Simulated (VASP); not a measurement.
Output of a VASP run:

File OSZICAR:
```
...
  10 F= -.56365308E+03 E0= -.56365308E+03  d E =-.751071E-02  mag=     2.0000
       N       E                     dE             d eps       ncg     rms          rms(c)
DAV:   1    -0.563653115774E+03   -0.41552E-04   -0.83630E-02  1088   0.717E-01    0.440E-02
RMM:   2    -0.563653274356E+03   -0.15858E-03   -0.17928E-03   924   0.986E-02    0.221E-02
RMM:   3    -0.563653273966E+03    0.38972E-06   -0.12377E-04   923   0.271E-02    0.153E-02
RMM:   4    -0.563653268962E+03    0.50046E-05   -0.38228E-05   679   0.131E-02
  11 F= -.56365327E+03 E0= -.56365327E+03  d E =-.770203E-02  mag=     2.0000
       N       E                     dE             d eps       ncg     rms          rms(c)
DAV:   1    -0.563653910936E+03   -0.63697E-03   -0.13470E+00   924   0.289E+00    0.179E-01
RMM:   2    -0.563656334608E+03   -0.24237E-02   -0.28425E-02   924   0.393E-01    0.853E-02
RMM:   3    -0.563656307429E+03    0.27179E-04   -0.19897E-03   926   0.108E-01    0.588E-02
RMM:   4    -0.563656213411E+03    0.94018E-04   -0.67433E-04   926   0.532E-02    0.174E-02
RMM:   5    -0.563656219214E+03   -0.58031E-05   -0.79342E-05   787   0.187E-02
  12 F= -.56365622E+03 E0= -.56365622E+03  d E =-.295025E-02  mag=     2.0000
       N       E                     dE             d eps       ncg     rms          rms(c)
DAV:   1    -0.563656220684E+03   -0.72727E-05   -0.23911E-02  1080   0.386E-01    0.235E-02
RMM:   2    -0.563656269196E+03   -0.48512E-04   -0.54258E-04   924   0.543E-02    0.131E-02
RMM:   3    -0.563656269363E+03   -0.16699E-06   -0.40443E-05   672   0.152E-02    0.945E-03
RMM:   4    -0.563656267719E+03    0.16442E-05   -0.12850E-05   544   0.750E-03
  13 F= -.56365627E+03 E0= -.56365627E+03  d E =-.299876E-02  mag=     2.0000
       N       E                     dE             d eps       ncg     rms          rms(c)
DAV:   1    -0.563656208644E+03    0.60719E-04   -0.77942E-01   924   0.219E+00    0.136E-01
RMM:   2    -0.563657663062E+03   -0.14544E-02   -0.16508E-02   924   0.300E-01    0.637E-02
RMM:   3    -0.563657659163E+03    0.38995E-05   -0.11259E-03   926   0.824E-02    0.433E-02
RMM:   4    -0.563657612356E+03    0.46807E-04   -0.34869E-04   925   0.395E-02    0.117E-02
RMM:   5    -0.563657615518E+03   -0.31622E-05   -0.42171E-05   674   0.136E-02
  14 F= -.56365762E+03 E0= -.56365762E+03  d E =-.134780E-02  mag=     2.0000
       N       E                     dE             d eps       ncg     rms          rms(c)
DAV:   1    -0.563657611599E+03    0.75664E-06   -0.12857E-02  1080   0.282E-01    0.174E-02
RMM:   2    -0.563657638046E+03   -0.26447E-04   -0.28929E-04   924   0.397E-02    0.916E-03
RMM:   3    -0.563657638347E+03   -0.30097E-06   -0.21292E-05   586   0.111E-02    0.648E-03
RMM:   4    -0.563657637650E+03    0.69693E-06   -0.58355E-06   541   0.520E-03
  15 F= -.56365764E+03 E0= -.56365764E+03  d E =-.136993E-02  mag=     2.0000
       N       E                     dE             d eps       ncg     rms          rms(c)
DAV:   1    -0.563657624888E+03    0.13459E-04   -0.31366E-01   924   0.139E+00    0.891E-02
RMM:   2    -0.563658207711E+03   -0.58282E-03   -0.66963E-03   924   0.191E-01    0.416E-02
RMM:   3    -0.563658204740E+03    0.29715E-05   -0.45601E-04   926   0.526E-02    0.283E-02
RMM:   4    -0.563658185781E+03    0.18959E-04   -0.14240E-04   923   0.251E-02    0.812E-03
RMM:   5    -0.563658187180E+03   -0.13985E-05   -0.16599E-05   574   0.876E-03
  16 F= -.56365819E+03 E0= -.56365819E+03  d E =-.549529E-03  mag=     2.0000
```

### OUTCAR
```
------------------------ aborting loop because EDIFF is reached ----------------------------------------
  FORCE on cell =-STRESS in cart. coord.  units (eV):
  Direction    XX          YY          ZZ          XY          YZ          ZX
  --------------------------------------------------------------------------------------
  Total       14.2848577      7.5422211     17.1795892     -0.0722691     -0.2250821      4.5760017
  in kB       32.6966846     17.2634289     39.3224506     -0.1654172     -0.5151916     10.4740341
  external PRESSURE =      29.7608547 kB  Pullay stress =       0.0000000 kB
  volume of cell :      699.98
      direct lattice vectors                 reciprocal lattice vectors
     9.175847566 -4.806597533  0.000414141     0.054492942 -0.104023688 -0.045716763
     9.175847566  4.806597533  0.000414141     0.054492942  0.104023688 -0.045716763
     6.657642848  0.000000000  7.935700720    -0.000005688  0.000000000  0.126017588
 POSITION                                       TOTAL-FORCE (eV/Angst)
 -----------------------------------------------------------------------------------
     10.67730      0.08236      3.47350        -0.008504      0.000887     -0.003720
      4.40666     -0.00608      1.37988        -0.003901     -0.000988     -0.000669
      1.84642      0.00376      0.58692        -0.007653     -0.004566     -0.000211
      8.11006      0.01750      2.55938        -0.004346     -0.000165      0.004703
     13.97274      0.01735      7.35425         0.003148     -0.003156     -0.004637
      7.72294     -0.00340      5.35840        -0.005617     -0.004558      0.000756
      5.15493     -0.01310      4.55412         0.003283     -0.008830     -0.003937
     11.40715      0.07274      6.45559         0.015371      0.004183     -0.005934
     15.24188      2.40165      3.37349        -0.001295     -0.001018      0.001625
      8.98154      2.42275      1.34336        -0.006285      0.010302      0.000392
      6.43912      2.42210      0.63325         0.006872      0.007740      0.001214
     12.67963      2.39955      2.58253         0.009936     -0.002511     -0.002590
     18.57928      2.40097      7.34309         0.005419      0.003985      0.006658
     12.29547      2.30913      5.42920         0.011418      0.000466     -0.000434
      9.77705      2.31510      4.48084        -0.006076     -0.004341     -0.001687
     16.02219      2.39451      6.52452        -0.007902      0.010494      0.003576
     15.23518     -2.41264      3.38983         0.003347      0.008992     -0.005577
      8.98993     -2.39236      1.40092        -0.000477      0.000496      0.000403
      6.43270     -2.39226      0.57876        -0.003082     -0.002539     -0.002235
     12.67615     -2.40251      2.57386        -0.004934      0.001859     -0.009059
     18.57568     -2.40806      7.33182        -0.011186      0.001462      0.014462
     12.31828     -2.39240      5.37397         0.006308      0.002203      0.005991
      9.76349     -2.39066      4.54231        -0.007362     -0.003214     -0.008911
     16.01396     -2.40571      6.54218         0.000434      0.002009      0.000174
     19.82314     -0.01693      3.39317        -0.000595     -0.007503     -0.013402
     13.57573      0.00418      1.39129         0.002141     -0.005804      0.006382
     11.01360     -0.00807      0.60362         0.005688      0.004390     -0.000345
     17.27384      0.00093      2.56777         0.006027      0.001211     -0.005803
     23.15801      0.00042      7.34746        -0.009465      0.002282      0.004175
     16.92422     -0.01298      5.36186         0.002475     -0.002434     -0.003044
     14.35782     -0.00449      4.55587        -0.002699      0.003440      0.002434
     20.60932     -0.01955      6.52200        -0.001444     -0.007402      0.010370
      4.78092     -0.93678      2.97167         0.003968      0.004233     -0.005130
      5.16421      1.66349      1.77411         0.002765      0.004995     -0.011663
      7.71002      0.92589      0.98835        -0.000283      0.002488      0.001941
      6.81772      0.72584      3.74488         0.003057      0.003475     -0.005983
      7.32214     -1.66110      2.20404        -0.009513     -0.008334      0.001665
      5.65701     -0.73640      0.21329         0.009250      0.004784     -0.000929
      8.12503     -0.92996      6.93696        -0.001962     -0.003550     -0.010691
      8.50744      1.65013      5.72676         0.006447      0.006868     -0.002603
     10.15474      0.74068      7.73742         0.003125     -0.001639     -0.000220
     10.65403     -1.66048      6.16450         0.006634     -0.001443      0.003460
      8.94730     -0.75579      4.18719         0.004592     -0.002107     -0.003893
      9.24130      1.52652      2.88051         0.000140     -0.001838      0.016063
      9.76210      4.07654      1.75408        -0.000112     -0.008577     -0.003305
     12.29793      3.32698      0.99257         0.000138      0.001283     -0.008109
     11.42864      3.12733      3.74227         0.004128     -0.001611      0.007971
     11.92433      0.74106      2.17947        -0.003646     -0.001910      0.007086
     10.25828      1.66294      0.20526        -0.002671      0.003543      0.009122
     12.83415      1.52396      7.03078         0.000553      0.002178     -0.008306
     13.08222      4.04841      5.73009        -0.009430     -0.006989      0.005207
     15.61332      3.32216      4.95902        -0.005589     -0.002525      0.000230
     14.79461      3.16969      7.71694        -0.005838     -0.006300     -0.000724
     15.26259      0.72652      6.16938         0.004045      0.006144      0.004051
     13.57038      1.64952      4.18846         0.000920     -0.002687      0.002647
      9.37584     -3.33378      2.97489        -0.007615      0.001050      0.001729
...
```
(Selected blocks of OUTCAR.)

### POSCAR
```
Al32O47
1
    9.1758475656    -4.8065975332     0.0004141407
    9.1758475656     4.8065975332     0.0004141407
    6.6576428475    -0.0000000000     7.9357007201
Al O
32 47
Direct
  0.4260540000   0.4233280000   0.4227210000
  0.1760000000   0.1760000000   0.1760000000
  0.0740000000   0.0740000000   0.0740000000
  0.3240000000   0.3240000000   0.3240000000
  0.4260000000   0.4260000000   0.9260000000
  0.1760000000   0.1760000000   0.6760000000
  0.0740000000   0.0740000000   0.5740000000
  0.3251740000   0.3177440000   0.8263760000
  0.4260000000   0.9260000000   0.4260000000
  0.1760000000   0.6760000000   0.1760000000
  0.0740000000   0.5740000000   0.0740000000
  0.3240000000   0.8240000000   0.3240000000
  0.4260000000   0.9260000000   0.9260000000
  0.1728910000   0.6745550000   0.6765630000
  0.0726160000   0.5748360000   0.5744920000
  0.3240000000   0.8240000000   0.8240000000
  0.9260000000   0.4260000000   0.4260000000
  0.6760000000   0.1760000000   0.1760000000
  0.5740000000   0.0740000000   0.0740000000
  0.8240000000   0.3240000000   0.3240000000
  0.9260000000   0.4260000000   0.9260000000
  0.6760000000   0.1760000000   0.6760000000
  0.5740000000   0.0740000000   0.5740000000
  0.8240000000   0.3240000000   0.8240000000
  0.9260000000   0.9260000000   0.4260000000
  0.6760000000   0.6760000000   0.1760000000
  0.5740000000   0.5740000000   0.0740000000
  0.8240000000   0.8240000000   0.3240000000
  0.9260000000   0.9260000000   0.9260000000
  0.6760000000   0.6760000000   0.6760000000
  0.5740000000   0.5740000000   0.5740000000
  0.8240000000   0.8240000000   0.8240000000
  0.2220000000   0.0280000000   0.3750000000
  0.0280000000   0.3750000000   0.2220000000
  0.2780000000   0.4720000000   0.1250000000
  0.1250000000   0.2780000000   0.4720000000
  0.4720000000   0.1250000000   0.2780000000
  0.3750000000   0.2220000000   0.0280000000
  0.2220000000   0.0280000000   0.8750000000
  0.0322870000   0.3696930000   0.7176460000
  0.1279510000   0.2783720000   0.9664030000
  0.4732230000   0.1259660000   0.7768770000
  0.3721730000   0.2202790000   0.5335330000
  0.2306550000   0.5264190000   0.3722400000
  0.0280000000   0.8750000000   0.2220000000
  0.2780000000   0.9720000000   0.1250000000
  0.1191720000   0.7816690000   0.4716800000
  0.4748950000   0.6238830000   0.2719090000
  0.3750000000   0.7220000000   0.0280000000
  0.2181750000   0.5310670000   0.8733710000
  0.0280000000   0.8750000000   0.7220000000
  0.2780000000   0.9720000000   0.6250000000
  0.1250000000   0.7780000000   0.9720000000
  0.4720000000   0.6250000000   0.7780000000
  0.3722450000   0.7219840000   0.5298820000
  0.7220000000   0.0280000000   0.3750000000
  0.5280000000   0.3750000000   0.2220000000
  0.7780000000   0.4720000000   0.1250000000
  0.6288100000   0.2742190000   0.4656970000
  0.9720000000   0.1250000000   0.2780000000
  0.8750000000   0.2220000000   0.0280000000
  0.7220000000   0.0280000000   0.8750000000
  0.5246830000   0.3806200000   0.7174630000
  0.7780000000   0.4720000000   0.6250000000
  0.6250000000   0.2780000000   0.9720000000
  0.9720000000   0.1250000000   0.7780000000
  0.8750000000   0.2220000000   0.5280000000
  0.7220000000   0.5280000000   0.3750000000
  0.5280000000   0.8750000000   0.2220000000
  0.7780000000   0.9720000000   0.1250000000
  0.6250000000   0.7780000000   0.4720000000
  0.9720000000   0.6250000000   0.2780000000
  0.8750000000   0.7220000000   0.0280000000
  0.7220000000   0.5280000000   0.8750000000
  0.5280000000   0.8750000000   0.7220000000
  0.7780000000   0.9720000000   0.6250000000
  0.6250000000   0.7780000000   0.9720000000
  0.9720000000   0.6250000000   0.7780000000
  0.8750000000   0.7220000000   0.5280000000
```

**Question.** Reconstruct the remaining input files.

**Answer.** One answer among several that fit: the input of the run itself, PBE GGA, plane waves, VASP's PBE PAW potentials (set 64).

**KPOINTS**
```
Automatic mesh
0
Gamma
1 1 1
0 0 0
```

INCAR:
```
SYSTEM = Al32O47
PREC = Normal
ENCUT = 400
EDIFF = 1E-5
NELM = 100
ALGO = Fast
LREAL = Auto
LASPH = .TRUE.
ISMEAR = 0
SIGMA = 0.05
GGA = PE
LWAVE = .FALSE.
LCHARG = .FALSE.
NELMIN = 4
ISYM = 0
NELECT = 380.0
ISPIN = 2
NUPDOWN = 2
MAGMOM = 79*0.0253
LORBIT = 10
IBRION = 2
ISIF = 2
NSW = 60
EDIFFG = -0.03
```

POTCAR, in this order: Al O (PBE.64 set). Program: vasp_gam.

At this cut-off the stress carries a Pulay error, which pulls relaxed volumes low. The cell is charged, with a uniform compensating background. The supercell is sampled at Γ alone, which is coarse: total energies, pressure and levels can be off, energies of defects by several tenths of an eV.

The cell is a supercell with a defect, built from Al2O3 (corundum): vac_O, charge -2.
